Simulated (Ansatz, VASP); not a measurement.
**One calculation of Cu3Sb2, two programs**

```xyz
5
Lattice="4.8728 0.0000 0.0000 -2.4364 4.2200 0.0000 0.0000 0.0000 5.2892" Properties=species:S:1:pos:R:3 pbc="T T T"
Cu    0.0000    2.8133    0.0000
Cu    2.4364    1.4067    0.0000
Cu    0.0000    0.0000    0.0000
Sb    0.0000    2.8133    2.6446
Sb    2.4364    1.4067    2.6446
```

Alike in both runs: functional PBE; k mesh 6 × 6 × 4; occupations gaussian, width 0.1 eV; no spin polarisation.

Ansatz relaxed the structure, and its values are those at the end. VASP's run is a single point on that final structure, the one shown.

|  | VASP | Ansatz |
| --- | --- | --- |
| version | VASP 6.6.1 | Ansatz 0.2.0 |
| potentials or method | VASP PAW PBE potentials, release 64 (Cu, Sb) | scalar-relativistic, plane waves, PAW |
| plane-wave cutoff (eV) | 520 | 420 |
| valence electrons in the cell | 43 | 87 |

VASP gave:

- gap on the k mesh at the Fermi level (eV): none
- pressure (GPa): 0.2

Problem. Which values does Ansatz return?

Solution. gap on the k mesh at the Fermi level (eV): none; pressure (GPa): 0.0.

A gap of «none» marks a metal or a gap that the smearing closes. The two sets of potentials don't hold the same shells in valence.

Spin-orbit coupling is left out, which matters for the levels of Sb.
